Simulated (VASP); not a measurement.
All values below come from G0W0 on PBE orbitals, VASP's PBE PAW potentials (set 64) (plane waves; VASP 6.6.1).

VASP ran on this input.

### KPOINTS
```
K-points
0
Gamma
 6 6 6
```

INCAR:
```
SYSTEM = C
PREC = Normal
ENCUT = 500
ALGO = EVGW0
LREAL = .FALSE.
LASPH = .TRUE.
ISMEAR = 0
SIGMA = 0.01
GGA = PE
LWAVE = .FALSE.
LCHARG = .FALSE.
NELMGW = 1
NBANDS = 120
NOMEGA = 64
ENCUTGW = 180
NBANDSGW = 12
LSPECTRALGW = .TRUE.
```

POSCAR:
```
C
1
    0.0000000000     1.7835000000     1.7835000000
    1.7835000000     0.0000000000     1.7835000000
    1.7835000000     1.7835000000     0.0000000000
C
2
Direct
  0.0000000000   0.0000000000   0.0000000000
  0.2500000000   0.2500000000   0.2500000000
```

POTCAR, in this order: C_GW_new (PBE.64 set). Program: vasp_std. Read from the step before: WAVECAR, WAVEDER.

The run wrote:

OSZICAR:
```
energies w=
    0.000    0.000    0.865    0.000    1.729    0.000    2.588    0.000
    3.442    0.000    4.288    0.000    5.126    0.000    5.954    0.000
    6.772    0.000    7.579    0.000    8.374    0.000    9.159    0.000
    9.933    0.000   10.696    0.000   11.450    0.000   12.195    0.000
   12.933    0.000   13.663    0.000   14.388    0.000   15.110    0.000
   15.828    0.000   16.545    0.000   17.263    0.000   17.983    0.000
   18.707    0.000   19.436    0.000   20.173    0.000   20.920    0.000
   21.679    0.000   22.453    0.000   23.244    0.000   24.056    0.000
   24.891    0.000   25.753    0.000   26.646    0.000   27.574    0.000
   28.543    0.000   29.558    0.000   30.626    0.000   31.753    0.000
   32.950    0.000   34.224    0.000   35.589    0.000   37.058    0.000
   38.649    0.000   40.378    0.000   42.274    0.000   44.362    0.000
   46.680    0.000   49.272    0.000   52.197    0.000   55.526    0.000
   59.355    0.000   63.810    0.000   69.063    0.000   75.353    0.000
   83.021    0.000   92.574    0.000  104.798    0.000  120.981    0.000
  143.387    0.000  176.408    0.000  229.810    0.000  330.610    0.000
NQ=   1    0.0000    0.0000    0.0000,
 performed        246000 updates of chi_q(r,r)
NQ=   2    0.1667    0.0000    0.0000,
 performed        688000 updates of chi_q(r,r)
NQ=   3    0.3333    0.0000    0.0000,
 performed       1130000 updates of chi_q(r,r)
NQ=   4    0.5000    0.0000    0.0000,
 performed       1503000 updates of chi_q(r,r)
NQ=   5    0.1667    0.1667    0.0000,
 performed       1945000 updates of chi_q(r,r)
NQ=   6    0.3333    0.1667    0.0000,
 performed       2635000 updates of chi_q(r,r)
NQ=   7    0.5000    0.1667    0.0000,
 performed       3325000 updates of chi_q(r,r)
NQ=   8   -0.3333    0.1667    0.0000,
 performed       4015000 updates of chi_q(r,r)
NQ=   9   -0.1667    0.1667    0.0000,
 performed       4612000 updates of chi_q(r,r)
NQ=  10    0.3333    0.3333    0.0000,
 performed       5054000 updates of chi_q(r,r)
NQ=  11    0.5000    0.3333    0.0000,
 performed       5744000 updates of chi_q(r,r)
NQ=  12   -0.3333    0.3333    0.0000,
 performed       6341000 updates of chi_q(r,r)
NQ=  13    0.5000    0.5000    0.0000,
 performed       6673000 updates of chi_q(r,r)
NQ=  14    0.5000    0.3333    0.1667,
 performed       7449000 updates of chi_q(r,r)
NQ=  15   -0.3333    0.3333    0.1667,
 performed       8179000 updates of chi_q(r,r)
NQ=  16   -0.3333    0.5000    0.1667,
 performed       8779000 updates of chi_q(r,r)
 resolving degeneracies of screened two electron integrals
```

**OUTCAR**
```


 k-point   1 :       0.0000    0.0000    0.0000
  band No.  KS-energies  QP-energies   sigma(KS)   V_xc(KS)     V^pw_x(r,r')   Z            occupation Imag(sigma)

      1      -8.7852     -10.4559     -16.9622     -14.7583     -25.4003       0.7581       2.0000       1.3744
      2      12.6857      11.8934     -17.7528     -16.7926     -19.2045       0.8252       2.0000       0.0505
      3      12.6857      11.8934     -17.7528     -16.7926     -19.2045       0.8252       2.0000       0.0505
      4      12.6857      11.8934     -17.7528     -16.7926     -19.2045       0.8252       2.0000       0.0505
      5      18.2879      19.1968     -14.3899     -15.4944      -9.3185       0.8228       0.0000      -0.0734
      6      18.2879      19.1968     -14.3899     -15.4944      -9.3185       0.8228       0.0000      -0.0734
      7      18.2879      19.1968     -14.3899     -15.4944      -9.3185       0.8228       0.0000      -0.0734
      8      26.0359      26.8646     -15.2803     -16.3587      -7.7774       0.7686       0.0000      -0.1796
      9      31.9882      32.1947     -11.6057     -11.8617      -4.3292       0.8067       0.0000      -0.3427
     10      39.2067      40.0245     -12.8816     -13.8713      -5.9287       0.8263       0.0000      -0.5450
     11      39.2067      40.0245     -12.8816     -13.8713      -5.9287       0.8263       0.0000      -0.5450
     12      40.2359      40.5590     -11.1043     -11.4967      -3.2666       0.8234       0.0000      -0.9004

 k-point   2 :       0.1667    0.0000    0.0000
  band No.  KS-energies  QP-energies   sigma(KS)   V_xc(KS)     V^pw_x(r,r')   Z            occupation Imag(sigma)

      1      -8.0176      -9.6418     -16.9641     -14.8140     -25.2089       0.7554       2.0000       1.2772
      2       8.9301       7.8947     -17.3147     -16.0402     -19.7840       0.8124       2.0000       0.0778
      3      11.6625      10.8262     -17.5835     -16.5667     -19.2853       0.8225       2.0000       0.0560
      4      11.6625      10.8262     -17.5835     -16.5667     -19.2853       0.8225       2.0000       0.0560
      5      19.6287      20.5938     -14.5225     -15.7034      -9.0897       0.8173       0.0000      -0.0829
      6      19.6287      20.5938     -14.5225     -15.7034      -9.0897       0.8173       0.0000      -0.0829
      7      20.0882      20.9451     -14.6636     -15.7122      -9.1977       0.8173       0.0000      -0.0852
      8      26.6763      27.5641     -14.9787     -16.1337      -7.3296       0.7687       0.0000      -0.1986
      9      32.9828      33.3151     -11.9113     -12.3275      -4.3139       0.7984       0.0000      -0.3978
     10      35.4939      36.0647     -11.9586     -12.6464      -5.1284       0.8299       0.0000      -0.4613
     11      35.4939      36.0647     -11.9586     -12.6464      -5.1284       0.8299       0.0000      -0.4613
     12      38.5472      38.8267     -11.3310     -11.6741      -3.4640       0.8148       0.0000      -0.7859

 k-point   3 :       0.3333    0.0000    0.0000
  band No.  KS-energies  QP-energies   sigma(KS)   V_xc(KS)     V^pw_x(r,r')   Z            occupation Imag(sigma)

      1      -5.7677      -7.2987     -17.0420     -15.0124     -24.6805       0.7543       2.0000       0.9809
      2       3.3212       1.9997     -17.0654     -15.3617     -21.4432       0.7756       2.0000       0.1780
      3      10.3688       9.4337     -17.5831     -16.4383     -19.7397       0.8168       2.0000       0.0660
      4      10.3688       9.4337     -17.5831     -16.4383     -19.7397       0.8168       2.0000       0.0660
      5      20.9728      21.9731     -14.2062     -15.4341      -8.3677       0.8146       0.0000      -0.0939
      6      20.9728      21.9731     -14.2062     -15.4341      -8.3677       0.8146       0.0000      -0.0939
      7      21.2637      22.0185     -14.6990     -15.6288      -8.8360       0.8118       0.0000      -0.0970
      8      27.9596      28.8570     -13.8177     -14.9820      -5.9711       0.7707       0.0000      -0.2342
      9      33.6503      34.1071     -12.3987     -12.9757      -4.5408       0.7915       0.0000      -0.4450
     10      35.9143      36.5443     -12.3272     -13.0917      -5.1000       0.8240       0.0000      -0.5468
     11      35.9143      36.5443     -12.3272     -13.0917      -5.1000       0.8240       0.0000      -0.5468
     12      37.9903      38.5446     -12.6130     -13.3168      -4.0154       0.7876       0.0000      -0.7572

 k-point   4 :       0.5000    0.0000    0.0000
  band No.  KS-energies  QP-energies   sigma(KS)   V_xc(KS)     V^pw_x(r,r')   Z            occupation Imag(sigma)

      1      -3.0115      -4.5036     -17.6210     -15.6325     -24.5755       0.7504       2.0000       0.6653
      2      -0.6759      -2.0059     -16.3656     -14.5926     -21.9866       0.7501       2.0000       0.3613
      3       9.8893       8.9134     -17.6144     -16.4176     -19.9496       0.8154       2.0000       0.0698
      4       9.8893       8.9134     -17.6144     -16.4176     -19.9496       0.8154       2.0000       0.0698
      5      21.1540      22.1255     -13.9257     -15.1150      -8.0709       0.8169       0.0000      -0.0939
      6      21.1540      22.1255     -13.9257     -15.1150      -8.0709       0.8169       0.0000      -0.0939
      7      21.5430      22.2557     -14.7463     -15.6267      -8.7867       0.8095       0.0000      -0.1003
      8      28.4075      29.2042     -12.8903     -13.9105      -5.1277       0.7808       0.0000      -0.2439
      9      34.5976      35.2670     -12.9672     -13.8211      -4.7373       0.7839       0.0000      -0.4781
     10      36.8863      37.4747     -13.2781     -14.0271      -4.5062       0.7857       0.0000      -0.7610
     11      38.6408      39.3678     -12.8329     -13.7337      -4.6698       0.8070       0.0000      -0.7725
     12      38.6408      39.3678     -12.8329     -13.7337      -4.6698       0.8070       0.0000      -0.7725

 k-point   5 :       0.1667    0.1667    0.0000
  band No.  KS-energies  QP-energies   sigma(KS)   V_xc(KS)     V^pw_x(r,r')   Z            occupation Imag(sigma)

      1      -7.7624      -9.3547     -16.9562     -14.8321     -25.1438       0.7496       2.0000       1.2386
      2      10.1146       9.1929     -17.3187     -16.1915     -19.4072       0.8177       2.0000       0.0663
      3      10.1146       9.1929     -17.3187     -16.1915     -19.4072       0.8177       2.0000       0.0663
      4      10.4456       9.4428     -17.8781     -16.6486     -20.0860       0.8157       2.0000       0.0674
      5      17.6211      18.3790     -14.0696     -14.9862      -9.1081       0.8269       0.0000      -0.0710
      6      21.7227      22.7795     -14.8064     -16.1134      -8.8326       0.8086       0.0000      -0.1012
      7      21.7227      22.7795     -14.8064     -16.1134      -8.8326       0.8086       0.0000      -0.1012
      8      25.3980      26.1817     -13.9588     -14.9526      -6.9584       0.7886       0.0000      -0.1539
      9      32.5418      33.1274     -12.9433     -13.6688      -5.7584       0.8071       0.0000      -0.3822
     10      33.5620      33.9547     -12.0843     -12.5771      -4.3177       0.7971       0.0000      -0.4306
     11      40.5058      41.3166     -12.8983     -13.8793      -5.7221       0.8265       0.0000      -0.6733
     12      42.6048      42.9553     -11.1791     -11.6050      -3.1558       0.8229       0.0000      -1.1063

 k-point   6 :       0.3333    0.1667    0.0000
  band No.  KS-energies  QP-energies   sigma(KS)   V_xc(KS)     V^pw_x(r,r')   Z            occupation Imag(sigma)

      1      -6.0047      -7.5341     -17.0075     -14.9768     -24.7152       0.7531       2.0000       1.0066
      2       5.4678       4.2100     -17.3191     -15.7300     -21.0005       0.7916       2.0000       0.1255
      3       8.8539       7.8355     -17.3210     -16.0674     -19.8488       0.8124       2.0000       0.0774
      4       9.2621       8.2221     -17.5468     -16.2667     -20.0186       0.8125       2.0000       0.0753
      5      18.7054      19.4660     -13.9327     -14.8551      -8.6658       0.8246       0.0000      -0.0786
      6      23.4839      24.5147     -14.8584     -16.1510      -8.3171       0.7974       0.0000      -0.1240
      7      23.5569      24.6750     -14.6583     -16.0582      -8.1071       0.7987       0.0000      -0.1241
      8      24.4746      25.1979     -13.0312     -13.9275      -6.5330       0.8069       0.0000      -0.1306
      9      33.6099      34.3858     -14.0001     -14.9884      -5.8723       0.7851       0.0000      -0.5153
     10      34.3950      34.9493     -12.5569     -13.2582      -4.4263       0.7904       0.0000      -0.4942
     11      39.7221      40.4005     -12.4392     -13.2675      -4.8606       0.8191       0.0000      -0.7568
     12      41.5077      41.8613     -11.4121     -11.8475      -3.4032       0.8121       0.0000      -0.8946

 k-point   7 :       0.5000    0.1667    0.0000
  band No.  KS-energies  QP-energies   sigma(KS)   V_xc(KS)     V^pw_x(r,r')   Z            occupation Imag(sigma)

      1      -3.0316      -4.4974     -17.3729     -15.4147     -24.2405       0.7486       2.0000       0.6482
      2       0.6819      -0.6708     -16.7912     -15.0049     -22.0434       0.7573       2.0000       0.2829
      3       7.7017       6.5653     -17.4023     -15.9910     -20.3472       0.8052       2.0000       0.0905
      4       8.7235       7.6835     -17.4167     -16.1338     -20.0407       0.8106       2.0000       0.0788
      5      19.7883      20.5231     -13.4766     -14.3672      -7.9676       0.8251       0.0000      -0.0845
      6      23.4193      24.4990     -14.2773     -15.6236      -7.7663       0.8020       0.0000      -0.1216
      7      23.9264      24.8445     -14.7727     -15.9274      -8.1563       0.7951       0.0000      -0.1295
      8      26.9915      27.9092     -13.6803     -14.8521      -6.2477       0.7832       0.0000      -0.2010
      9      32.8427      33.5397     -13.0328     -13.9178      -5.1555       0.7876       0.0000      -0.3981
...
```
(Selected blocks of OUTCAR.)

The mesh is coarse and the basis finite, so the quasiparticle values are not converged.

The compound is C in the diamond structure. The cell was not relaxed at this level. The k-mesh is coarse (spacing up to 0.51 per Å, 2π included), so the numbers may not be converged in it.
